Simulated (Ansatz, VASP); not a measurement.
# Al2O3 (liquid Al2O3 at 2400 K): VASP beside Ansatz

Aim: how closely do two programs agree when they are given the same cell, functional and k mesh? The cell is taken from a series of runs on this material, whose earlier steps may have relaxed, scaled, displaced or heated it; both programs get it as it stands.

Main program and level: Ansatz 0.2.0; plane waves, with VASP 6.6.1 beside it; single point at r2SCAN.

## Step 1: The starting structure

The cell holds 105 atoms: 42 Al and 63 O. Its edges and angles: a = 10.676 Å, b = 10.676 Å, c = 10.676 Å, α = 90.0°, β = 90.0°, γ = 90.0°. As first built, before any earlier steps moved the atoms (in the runner's words): 105 atoms (42 Al, 63 O) placed at random at 2.92 g/cm^3, melted at 4500 K for 20 ps at fixed volume with the Morse and Coulomb pair potential with partial charges (Pedone, Malavasi, Menziani, Cormack and Segre, J. Phys. Chem. B 110, 11780 (2006)). Snapshot at the end of a hold of 20 ps at 2400 K and fixed volume.

## Step 2: VASP: single point, r2SCAN

A single point gives forces, pressure and levels at one fixed geometry, so differences don't come from the geometry; what else differs is listed under the comparison.

Lines of VASP's logs that name or quote its potential files are left out, and so is its time.

The input, INCAR:

```
SYSTEM = Al2O3
PREC = Accurate
ENCUT = 660
EDIFF = 1E-06
NELM = 120
ISMEAR = -1
SIGMA = 0.207
LREAL = Auto
ALGO = Normal
METAGGA = R2SCAN
LASPH = .TRUE.
NBANDS = 328
LORBIT = 11
LWAVE = .FALSE.
LCHARG = .FALSE.
ISIF = 2
GGA_COMPAT = .FALSE.
EFERMI = MIDGAP
LMIXTAU = .TRUE.
NCORE = 2
```

The input, POSCAR:

```
Al2O3
1.0
   10.6756000000      0.0000000000      0.0000000000
    0.0000000000     10.6756000000      0.0000000000
    0.0000000000      0.0000000000     10.6756000000
Al O
42 63
Direct
    0.6779600000      0.9139000000      0.4920500000
    0.7470900000      0.2498400000      0.1655700000
    0.2636200000      0.6315900000      0.1708700000
    0.1251800000      0.4063400000      0.2620000000
    0.2797000000      0.8810800000      0.2161600000
    0.7009700000      0.8936300000      0.1665400000
    0.9933600000      0.6267300000      0.7446500000
    0.9006800000      0.5174400000      0.1822800000
    0.8707700000      0.0133100000      0.3854700000
    0.0902200000      0.1186500000      0.2804500000
    0.1338500000      0.4894700000      0.9773800000
    0.2477100000      0.2263100000      0.0739100000
    0.4555200000      0.3550700000      0.7753300000
    0.0602000000      0.8748600000      0.7849500000
    0.5010500000      0.3479100000      0.0745300000
    0.4855100000      0.0785900000      0.1863100000
    0.3361900000      0.4585000000      0.4189100000
    0.9735500000      0.5232800000      0.4714700000
    0.4294300000      0.6378600000      0.6511700000
    0.6473500000      0.4504700000      0.4307900000
    0.5375300000      0.2338500000      0.3977600000
    0.1862500000      0.9756000000      0.9865800000
    0.5326800000      0.6399900000      0.2132400000
    0.7206800000      0.6237600000      0.6098900000
    0.0365700000      0.7561800000      0.3272200000
    0.2077000000      0.2376500000      0.8285700000
    0.2716000000      0.2032600000      0.5440900000
    0.6076500000      0.7037300000      0.8441600000
    0.4349400000      0.5512900000      0.9439400000
    0.3415100000      0.9188400000      0.7336800000
[... 69 atom lines left out ...]
    0.8551400000      0.2620800000      0.6470100000
    0.5829700000      0.6949600000      0.6807700000
    0.0588000000      0.4907000000      0.1251300000
    0.6377900000      0.4718800000      0.6009700000
    0.5228300000      0.9253800000      0.5130900000
    0.9986400000      0.9041000000      0.4010100000
```

The input, KPOINTS:

```
Automatic mesh
0
Gamma
1 1 1
0 0 0
```

Potentials, in the order of the species: Al and O (PBE family, release 64).

The run is started by

```bash
> mpirun -np 8 vasp_gam
```

Numbers of over 12 decimals in the logs are rounded to 6 here.

What it wrote:

```text
[banner, memory and clock lines left out]
running    8 mpi-ranks, on    1 nodes
[...]
|                                                                             |
|               ----> ADVICE to this user running VASP <----                  |
|                                                                             |
|     You enforced a specific xc type in the INCAR file but a different       |
|     [... a line on the potential file left out ...]
|     I HOPE YOU KNOW WHAT YOU ARE DOING!                                     |
|                                                                             |

 LDA part: xc-table for (None), standard interpolation
 POSCAR, INCAR and KPOINTS ok, starting setup
[...]
entering main loop
       N       E                     dE             d eps       ncg     rms          rms(c)
DAV:   1     0.469623338459E+04    0.46962E+04   -0.34169E+05   656   0.187E+03
DAV:   2    -0.783584132695E+03   -0.54798E+04   -0.52693E+04   824   0.400E+02
DAV:   3    -0.124119389311E+04   -0.45761E+03   -0.45429E+03   760   0.120E+02
DAV:   4    -0.125000982769E+04   -0.88159E+01   -0.87782E+01   784   0.181E+01
[...]
DAV:  22    -0.988455587783E+03   -0.64002E-04   -0.29465E-05   688   0.163E-02    0.901E-03
DAV:  23    -0.988455593424E+03   -0.56403E-05   -0.75642E-06   752   0.806E-03    0.571E-03
DAV:  24    -0.988455594077E+03   -0.65359E-06   -0.27250E-06   448   0.560E-03
   1 F= -.98845559E+03 E0= -.98845516E+03  d E =-.877454E-03
```

Parts of OUTCAR (step 2):

```text
  FREE ENERGIE OF THE ION-ELECTRON SYSTEM (eV)
  ---------------------------------------------------
  free  energy   TOTEN  =      -988.4555940771 eV

  energy  without entropy=     -988.4547166227  energy(sigma->0) =     -988.45515535
```

The run ends at a pressure of -3.34 GPa, with forces up to 0.072 eV/Å.

## Step 3: Ansatz: single point, r2SCAN

Ansatz runs on its default PAW (the set named soft_2) files.

The same cell, functional, mesh and smearing now go to Ansatz, which takes its cutoff from its data sets.

The input, input.yaml:

```yaml
crystal:
  lattice:
    - [10.6756, 0.0, 0.0]
    - [0.0, 10.6756, 0.0]
    - [0.0, 0.0, 10.6756]
  atoms:
    - { symbol: Al, position: [0.67796, 0.9139, 0.49205] }
    - { symbol: Al, position: [0.74709, 0.24984, 0.16557] }
    - { symbol: Al, position: [0.26362, 0.63159, 0.17087] }
    - { symbol: Al, position: [0.12518, 0.40634, 0.262] }
    - { symbol: Al, position: [0.2797, 0.88108, 0.21616] }
    - { symbol: Al, position: [0.70097, 0.89363, 0.16654] }
    - { symbol: Al, position: [0.99336, 0.62673, 0.74465] }
    - { symbol: Al, position: [0.90068, 0.51744, 0.18228] }
    - { symbol: Al, position: [0.87077, 0.01331, 0.38547] }
    - { symbol: Al, position: [0.09022, 0.11865, 0.28045] }
    - { symbol: Al, position: [0.13385, 0.48947, 0.97738] }
    - { symbol: Al, position: [0.24771, 0.22631, 0.07391] }
    - { symbol: Al, position: [0.45552, 0.35507, 0.77533] }
    - { symbol: Al, position: [0.0602, 0.87486, 0.78495] }
    - { symbol: Al, position: [0.50105, 0.34791, 0.07453] }
    - { symbol: Al, position: [0.48551, 0.07859, 0.18631] }
    - { symbol: Al, position: [0.33619, 0.4585, 0.41891] }
    - { symbol: Al, position: [0.97355, 0.52328, 0.47147] }
    - { symbol: Al, position: [0.42943, 0.63786, 0.65117] }
    - { symbol: Al, position: [0.64735, 0.45047, 0.43079] }
    - { symbol: Al, position: [0.53753, 0.23385, 0.39776] }
    - { symbol: Al, position: [0.18625, 0.9756, 0.98658] }
    - { symbol: Al, position: [0.53268, 0.63999, 0.21324] }
    - { symbol: Al, position: [0.72068, 0.62376, 0.60989] }
    - { symbol: Al, position: [0.03657, 0.75618, 0.32722] }
    - { symbol: Al, position: [0.2077, 0.23765, 0.82857] }
    - { symbol: Al, position: [0.2716, 0.20326, 0.54409] }
    - { symbol: Al, position: [0.60765, 0.70373, 0.84416] }
    - { symbol: Al, position: [0.43494, 0.55129, 0.94394] }
    - { symbol: Al, position: [0.34151, 0.91884, 0.73368] }
[... 69 atom lines left out ...]
    - { symbol: O, position: [0.85514, 0.26208, 0.64701] }
    - { symbol: O, position: [0.58297, 0.69496, 0.68077] }
    - { symbol: O, position: [0.0588, 0.4907, 0.12513] }
    - { symbol: O, position: [0.63779, 0.47188, 0.60097] }
    - { symbol: O, position: [0.52283, 0.92538, 0.51309] }
    - { symbol: O, position: [0.99864, 0.9041, 0.40101] }
kpoints:
  mp_grid: { grid: [1, 1, 1] }
hamiltonian:
  xc: r2scan
scf:
  occupations: { method: fermi_dirac, width: 0.207 }
output:
  forces: true
  stress: true
  populations: true
  dos:
    method: { smearing: { sigma: 0.15 } }
    de: 0.1
    projected: { site_lists: { Al: [Al], O: [O] } }
  eigenvalues: true
  write_density: true
  write_potential: true
  volumetric_format: npy
  elf: true
```

The run is started by

```bash
> ansatz run input.yaml --threads 4 --pin off --max-ram 8192MiB --backend cpu --events-out ev --progress --plain --runs-dir out
```

What it wrote:

```text
band count auto-derived: 372 (N_el = 504.0; filled up to band 252; 357 by the electrons, moments and atoms)
Engine: ansatz 0.2.0, aarch64-unknown-linux-gnu
Pseudopotentials: kind: paw
Pseudopotential: Al, paw, valence charge 3, recommended cutoff 500 eV (meta_gga), Al.paw.azcp
Pseudopotential: O, paw, valence charge 6, recommended cutoff 500 eV (meta_gga), O.paw.azcp
Functional definition: r2SCAN
  parameter k0 = 0.174
  parameter k1 = 0.065
  parameter a1 = 4.9479
  exchange = r2scan_x(k0 = k0, k1 = k1, a1 = a1)
  correlation = r2scan_c
Crystal: 105 atoms, lattice volume = 1216.681 Å³
Basis set: ecut = 500 eV, 31031 PW (Γ), exchange–correlation on 320×320×320 points (64 copies of the dense FFT grid, shifted against one another)
Bands: 372, of which v1, the nominal top of the filled ones, is band 252 counted from 1 (251 counted from 0)
Symmetry: 1 space group operations
Space group: P1 (ITA 1), of the structure as read, at distance tolerance 1.1e-4 Å
k-points: 1
Non-local potential: Al, projectors of the file, l = 0: 2, l = 1: 2, l = 2: 1
Non-local potential: O, projectors of the file, l = 0: 2, l = 1: 2, l = 2: 1
PAW form: soft (Blöchl's): semilocal exchange-correlation on the pseudo side does not see the compensation charge
PAW frozen core: Al, regenerated for the run's functional (the file was generated under x = pbe(κ = 0.804, μ = 0.219515), c = pbe(β = 0.066725))
PAW frozen core: O, regenerated for the run's functional (the file was generated under x = pbe(κ = 0.804, μ = 0.219515), c = pbe(β = 0.066725))
PAW one-centre angular grid: Al, 302 points (default); XC on 160 Gauss nodes
PAW one-centre angular grid: O, 302 points (default); XC on 160 Gauss nodes
Initial density: superposition of atomic densities (neutral atoms: chi_scale 0, normalization atom), corrected by the library's trained network
Initial wavefunctions: pseudopotential atomic-orbital guess
Functional: x = r2scan, c = r2scan; τ floored in thin density (d = 2e-4 eV/Å³)
SCF iter   1: F=—  HF=-58675.616601 eV  |F-HF|=—  |Δ(HF+E_count)|=         —  Δρ=7.83e-3  dr2=8.34e-1  dr2_τ=6.43e0  ethr=1.77e-3  ⟨swp⟩=5.0  Hψ=1589  notcnv=0  defer=49
preconditioner: auto → Resta (q_TF=auto, 2.356 Å⁻¹)  ε∞=3.0  [insulator: Δε(μ)=4.260 eV  Ē_g=17.080 eV  σ=0.207 eV  W_gap=1.00  n_scr=256 (ndim 8)  ℏωp=23.9 eV  f_vac=0.062  D(μ)=0.00/eV (n_scr^D=0)  ε∞_Penn≈3.0]
SCF iter   2: F=—  HF=-58679.311035 eV  |F-HF|=—  |Δ(HF+E_count)|=    3.69e0  Δρ=4.84e-3  dr2=1.83e-1  dr2_τ=2.08e-2  ethr=1.65e-4  ⟨swp⟩=2.0  Hψ=708  notcnv=0  defer=92
SCF iter   3: F=—  HF=-58679.290093 eV  |F-HF|=—  |Δ(HF+E_count)|=   2.09e-2  Δρ=1.36e-3  dr2=1.90e-2  dr2_τ=2.75e-3  ethr=3.63e-5  ⟨swp⟩=3.0  Hψ=509  notcnv=0  defer=92
SCF iter   4: F=—  HF=-58679.287423 eV  |F-HF|=—  |Δ(HF+E_count)|=   2.67e-3  Δρ=5.80e-4  dr2=2.92e-3  dr2_τ=6.19e-4  ethr=3.76e-6  ⟨swp⟩=2.0  Hψ=478  notcnv=0  defer=92
SCF iter   5: F=—  HF=-58679.286915 eV  |F-HF|=—  |Δ(HF+E_count)|=   5.08e-4  Δρ=1.46e-4  dr2=2.03e-4  dr2_τ=2.19e-5  ethr=5.78e-7  ⟨swp⟩=2.0  Hψ=476  notcnv=0  defer=92
SCF iter   6: F=—  HF=-58679.286977 eV  |F-HF|=—  |Δ(HF+E_count)|=   6.22e-5  Δρ=5.06e-5  dr2=2.57e-5  dr2_τ=3.38e-6  ethr=4.02e-8  ⟨swp⟩=2.0  Hψ=475  notcnv=0  defer=92
SCF iter   7: F=—  HF=-58679.286984 eV  |F-HF|=—  |Δ(HF+E_count)|=   6.89e-6  Δρ=1.48e-5  dr2=2.47e-6  dr2_τ=3.11e-7  ethr=5.10e-9  ⟨swp⟩=2.0  Hψ=576  notcnv=0  defer=92
SCF iter   8: F=—  HF=-58679.286985 eV  |F-HF|=—  |Δ(HF+E_count)|=   7.76e-7  Δρ=5.69e-6  dr2=4.43e-7  dr2_τ=3.26e-8  ethr=4.91e-10  ⟨swp⟩=2.0  Hψ=524  notcnv=0  defer=92
SCF iter   9: F=-58679.286985 eV  HF=-58679.286985 eV  |F-HF|=1.37e-8  |Δ(HF+E_count)|=   5.33e-8  Δρ=2.23e-6  dr2=5.17e-8  dr2_τ=6.82e-9  ethr=1.98e-11  ⟨swp⟩=22.0  Hψ=3197  notcnv=0
SCF 1 converged in 9 iterations: F = -58679.286985 eV  dr2 = 5.17e-8
  greatest PAW one-centre occupation: 0.871 electrons in one spin orbital (limit 2), on the O atom at site 97 (counted from 0), in its partial waves of l = 0
SCF converged after 9 iterations
Free energy (F): -58679.286985 eV
Harris-Foulkes:  -58679.286985 eV  (|F-HF|=1.37e-8)
Internal energy: -58679.286117 eV  (E = F + TS)
E sigma→0 (E₀):  -58679.286551 eV
Entropy (-TS):   -0.000868 eV (-0.008 meV/atom)
Fermi energy:    6.290140 eV
--- Per-component energies (eV) ---
  E_band       = -1430.150654
  E_kinetic    = 12374.567585
  E_local      = -28691.270727  (includes V_loc(G=0)·N_el)
  E_nonlocal   = 3365.041751
  E_hartree    = 10823.921746
  E_xc         = -6252.984366
  E_vxc        = -8106.961221  (∫ρ·V_xc dr)
  E_paw        = -29994.074453  (= ΣΔE_a)
  E_vpaw       = -2525.279424  (= ΣTr[D̂ρ^β])
  E_aug_tail   = 0.066233  (compensation charges beyond the density's cutoff)
  E_vtau       = 505.835179  (kinetic-family band-sum trace: ∫τ·v_τ [+ j·A + Jᵃ·Aᵃ] dr)
  E_ewald      = -20300.017070
  E_core_change = -4.536815  (= ΣΔE_core)
[...]
atom  59  O     -0.00277278    -0.00009935    -0.00290630
  atom  60  O     -0.00400833    -0.00162151    -0.00052544
  atom  61  O      0.00325455    -0.00176460    -0.00039303
  atom  62  O      0.00344757     0.00035740    -0.00124460
  atom  63  O     -0.00565784    -0.00421338    -0.00038973
  atom  64  O      0.00198039    -0.00505878    -0.00186148
  atom  65  O     -0.00031329     0.00183383     0.00171395
  atom  66  O      0.00010932     0.00022065    -0.00082573
  atom  67  O      0.00127369    -0.00436406    -0.00260156
  atom  68  O      0.00464073     0.00034412    -0.00086336
  atom  69  O      0.00024344    -0.00291003    -0.00014083
  atom  70  O      0.00028493    -0.00155680     0.00107707
  atom  71  O      0.00049924    -0.00450575    -0.00023939
  atom  72  O      0.00074600    -0.00210225     0.00021630
  atom  73  O     -0.00449573     0.00092185    -0.00138066
  atom  74  O      0.00483015    -0.00321577    -0.00149033
  atom  75  O      0.00027062    -0.00438209    -0.00399912
  atom  76  O      0.00066961    -0.00785069    -0.00102002
  atom  77  O      0.00100370    -0.00126032    -0.00030008
  atom  78  O     -0.00278822     0.00322319     0.00166011
  atom  79  O      0.00377945    -0.00102884    -0.00054196
  atom  80  O      0.00114881     0.00111105     0.00113352
  atom  81  O     -0.00156336     0.00138342     0.00213117
  atom  82  O     -0.00063845     0.00082506     0.00146692
[...]
atom  98  O      0.00115526    -0.00549151    -0.00302070
  atom  99  O      0.00273490    -0.00196531    -0.00188352
  atom 100  O      0.00220340    -0.00184069     0.00144905
  atom 101  O     -0.00242822    -0.00489797     0.00467139
  atom 102  O     -0.00292606     0.00667056     0.00429268
  atom 103  O     -0.00286172    -0.00180249     0.00311655
  atom 104  O     -0.00408420     0.00201902     0.00122925
  atom 105  O      0.00177200     0.00267321    -0.00087901
  max |Σ_I F_I| component: 3.22e-4 eV/Å
--- Stress (GPa, compression-positive) ---
       -2.695269      -0.290310       0.672330
       -0.290309      -1.929925       0.013955
        0.672344       0.013962      -4.086690
  P = ⅓ Tr σ = -2.9040 GPa (-29.040 kbar)
--- Band table (eV) ---
  k-point 0: bands = [... 248 lower, 3.8879, 3.9173, 3.9256, 4.1046, 8.2169, 9.9283, 10.0671, 10.2457, ... 116 higher]
--- Löwdin populations: 105 sites ---
  site symbol       q [e]
     0     Al      1.5650
     1     Al      1.5874
     2     Al      1.5728
     3     Al      1.5702
     4     Al      1.6237
     5     Al      1.5695
     6     Al      1.6149
     7     Al      1.6075
     8     Al      1.5967
     9     Al      1.5851
    10     Al      1.5485
    11     Al      1.5398
    12     Al      1.5556
    13     Al      1.6055
    14     Al      1.5510
    15     Al      1.5652
    16     Al      1.5835
    17     Al      1.5702
    18     Al      1.5533
    19     Al      1.6032
    20     Al      1.5870
    21     Al      1.5901
    22     Al      1.5620
    23     Al      1.5959
[...]
97      O      6.9010
    98      O      6.8691
    99      O      6.8726
   100      O      6.8738
   101      O      6.8806
   102      O      6.8746
   103      O      6.8987
   104      O      6.8564
  spilling = 0.008843 (of n_electrons = 504.000000)
```

In the SCF lines HF is the Harris–Foulkes energy and dr2 the Hartree energy of the density residual, in eV; the loop may stop once dr2 is under the threshold and the program's other checks hold. Hψ counts applications of the Hamiltonian.

## Step 4: Side by side

Known differences besides the potentials themselves: VASP keeps PBE cores, Ansatz makes them for the functional; the cutoff is 500 eV in Ansatz and 660 eV in VASP (PREC = Accurate, projectors in real space). Total energies have different zeros and are not compared.

Both answers:

```
              quantity  Ansatz   VASP  difference
        pressure (GPa)   -2.90  -3.34       +0.43
gap on the k mesh (eV)   4.112  4.105      +0.008
```

At this near-relaxed geometry the largest component of a force difference is 62 meV/Å. A gap on the mesh is an upper bound, since the band edges may lie between its points.

## Step 5: Summary of results

| Item | Value |
| --- | --- |
| r.m.s. force difference (single point, r2SCAN) | 16 meV/Å |

The r.m.s. force difference is 16 meV/Å (single point, r2SCAN), beyond the 12 meV/Å picked in this series as the mark of a large difference. What causes the difference of the single point, r2SCAN pair stays open here. How closely two codes agree says nothing of how well the functional describes the real material.

[Lines on the potential files, build, host, timing and source positions are cut from VASP's logs without a mark.]

[Logs are printed without paths, hosts, clocks, repeated set-up lines and the standing remarks that a program may print on its own settings, such as how far it seeks lower states.]

[Hosts, paths, dates, database ids (printed as entryN), source tags and the programs' standing remarks are cut or masked in the printed files.]
